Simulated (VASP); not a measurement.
The system is Li4P.

```
Li P
1.0
    -2.84160    2.84160    1.77571
     2.84160   -2.84160    1.77571
     2.84160    2.84160   -1.77571
Li P
4 1
Direct
  0.59819 0.80284 0.40103
  0.80284 0.40181 0.20465
  0.19716 0.59819 0.79535
  0.40181 0.19716 0.59897
  0.00000 0.00000 0.00000
```

The cell was built by a generator and needn't be a form met in nature.

| Property | Result |
| --- | --- |
| Program | VASP 6.6.1 |
| Task | relaxation of cell and atoms |
| Functional | RPBE |
| Potentials or basis | VASP PAW PBE potentials, release 64 (Li_sv, P) |
| Cutoff | 600 eV |
| k mesh | 9 × 9 × 9 |
| Occupations | gaussian, width 0.05 eV |
| Spin | no spin polarisation |

At the start: pressure 12.1 GPa; volume 11.47 Å³/atom.

Where does the relaxation end?

Over 14 steps the energy falls by 170.8 meV/atom and the volume is 14.59 Å³/atom (+27.2 %); space group I4/m (No. 87, to 0.05 Å).

Step by step:
```tsv
step	energy change (eV)	largest force (eV/Å)	pressure (GPa)	volume (Å³)
1	0.0000	0.8961	12.09	57.35
2	-0.5924	0.5329	4.73	64.81
3	-0.7917	0.3066	0.23	72.09
4	-0.7996	0.2723	-0.57	73.76
5	-0.7998	0.2659	-0.73	74.11
6	-0.8182	0.2117	-0.45	73.56
7	-0.8440	0.0970	0.47	71.93
8	-0.8442	0.0960	0.54	71.79
9	-0.8496	0.0685	0.18	72.60
10	-0.8516	0.0447	-0.17	73.43
11	-0.8531	0.0307	-0.08	73.18
12	-0.8541	0.0074	0.10	72.76
13	-0.8542	0.0012	-0.03	73.02
14	-0.8542	0.0024	-0.02	72.96
```

Final structure:
```cif
data_structure
_symmetry_space_group_name_H-M 'P 1'
_symmetry_Int_Tables_number 1
_cell_length_a 4.6926
_cell_length_b 4.6926
_cell_length_c 4.6926
_cell_angle_alpha 100.948
_cell_angle_beta 100.948
_cell_angle_gamma 128.329
_cell_volume 72.96
loop_
_atom_site_label
_atom_site_type_symbol
_atom_site_fract_x
_atom_site_fract_y
_atom_site_fract_z
_atom_site_occupancy
Li1 Li 0.62176 0.78406 0.40582 1
Li2 Li 0.78406 0.37824 0.16230 1
Li3 Li 0.21594 0.62176 0.83770 1
Li4 Li 0.37824 0.21594 0.59418 1
P1 P 0.00000 0.00000 0.00000 1
```

Caveat: the cutoff is under 1.25 times the usual one of these potentials, so pressure, stress and relaxed cells hold a basis-set (Pulay) error; the volume moved by over 15 % at a fixed basis, so the end points are rough; the PAW data sets were made with another functional, which shifts forces and pressure a little.
